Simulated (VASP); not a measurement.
A convergence study with VASP on Ta (bcc): a few settings are varied, all else stays as given below, so the limit is that of these other settings. The cell's lengths are 1 % over those of the tabulated start, so it is off equilibrium.

```xyz
1
Lattice="-1.6665 1.6665 1.6665 1.6665 -1.6665 1.6665 1.6665 1.6665 -1.6665" Properties=species:S:1:pos:R:3 pbc="T T T"
Ta     0.0000     0.0000     0.0000
```

Computed with LDA (Ceperley-Alder, Perdew-Zunger), VASP's LDA PAW potentials (set 64) (plane waves; VASP). The last row used: ADDGRID = .TRUE., 500 eV cut-off, 17×17×17 Γ-centred mesh, first-order Methfessel-Paxton smearing of 0.10 eV, potentials Ta_pv.

```csv
setting,E (eV/atom),pressure (GPa),plane waves
"ADDGRID = unset, ENCUT = 200, PREC = Low",-12.7829,-17.27,135
"ADDGRID = unset, ENCUT = 200, PREC = Normal",-12.7834,-17.12,135
"ADDGRID = .TRUE., ENCUT = 200, PREC = Normal",-12.7835,-17.08,135
"ADDGRID = .TRUE., ENCUT = 200, PREC = Accurate",-12.7834,-17.07,135
"ADDGRID = unset, ENCUT = 300, PREC = Low",-12.7735,-13.95,236
"ADDGRID = unset, ENCUT = 300, PREC = Normal",-12.7740,-13.77,236
"ADDGRID = .TRUE., ENCUT = 300, PREC = Normal",-12.7741,-13.75,236
"ADDGRID = .TRUE., ENCUT = 300, PREC = Accurate",-12.7741,-13.75,236
"ADDGRID = unset, ENCUT = 400, PREC = Low",-12.7751,-13.47,366
"ADDGRID = unset, ENCUT = 400, PREC = Normal",-12.7757,-13.29,366
"ADDGRID = .TRUE., ENCUT = 400, PREC = Normal",-12.7757,-13.28,366
"ADDGRID = .TRUE., ENCUT = 400, PREC = Accurate",-12.7757,-13.28,366
"ADDGRID = unset, ENCUT = 500, PREC = Low",___,___,479
"ADDGRID = unset, ENCUT = 500, PREC = Normal",-12.7757,___,479
"ADDGRID = .TRUE., ENCUT = 500, PREC = Normal",-12.7757,-13.25,479
"ADDGRID = .TRUE., ENCUT = 500, PREC = Accurate",-12.7757,-13.25,479
```

Some entries are withheld; supply them.

- ADDGRID = unset, ENCUT = 500, PREC = Normal, pressure (GPa): -13.26
- ADDGRID = unset, ENCUT = 500, PREC = Low, E (eV/atom): -12.7754
- ADDGRID = unset, ENCUT = 500, PREC = Low, pressure (GPa): -13.35

Left out are rungs that failed or repeat a setting and relaxations that didn't move; long series are thinned to 24 rows.

The compound is Ta in the bcc structure. The cell was not relaxed at this level.
